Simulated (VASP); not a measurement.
A VASP calculation is set up with these files.

**POSCAR**
```
CuI
1
    0.0000000000     3.0219929643     3.0219929643
    3.0219929643     0.0000000000     3.0219929643
    3.0219929643     3.0219929643     0.0000000000
Cu I
1 1
Direct
  0.0000000000   0.0000000000   0.0000000000
  0.2500000000   0.2500000000   0.2500000000
```

### INCAR
```
SYSTEM=CuI
PREC=Accurate; ENCUT=520; LREAL=.FALSE.
LASPH=.TRUE.
EDIFF=1E-7; NELM=100; ALGO=Normal
LMAXMIX=4; LMIXTAU=.TRUE.
ISMEAR=0; SIGMA=0.05
METAGGA=R2SCAN; LUSE_VDW=.TRUE.; BPARAM=11.95
CPARAM=0.0093
ISIF=2
LWAVE=.FALSE.; LCHARG=.FALSE.
```

File KPOINTS:
```
Automatic mesh
0
Gamma
8 8 8
0 0 0
```

POTCAR, in this order: Cu I (PBE.64 set). Program: vasp_std.

### Question
Translate this r2SCAN+rVV10 calculation to Ansatz.

### Answer
One equivalent input (not run):
Ansatz 0.2 input:
```yaml
crystal:
  lattice:
    - [0.0000000, 3.0219930, 3.0219930]
    - [3.0219930, 0.0000000, 3.0219930]
    - [3.0219930, 3.0219930, 0.0000000]
  atoms:
    - { symbol: Cu, position: [0.0000000, 0.0000000, 0.0000000] }
    - { symbol: I, position: [0.2500000, 0.2500000, 0.2500000] }
kpoints:
  mp_grid: { grid: [8, 8, 8] }
hamiltonian:
  xc: r2scan
  dispersion: rvv10
  pseudopotentials: { kind: paw }
scf:
  occupations: { method: gaussian, width: 0.05 }
  max_iter: 100
output: { forces: true, stress: true, eigenvalues: true }
```
What does not carry over: each code has its own PAW files, so the cut-off isn't converted (ENCUT is set for VASP's; basis.ecutwfc is left out, and Ansatz then takes the one that its files recommend); Ansatz stops its SCF on the density residual and VASP on the energy change (EDIFF).

The compound is CuI in the zinc blende structure. This cell is one point of a volume scan, at 1.03 of the reference volume.
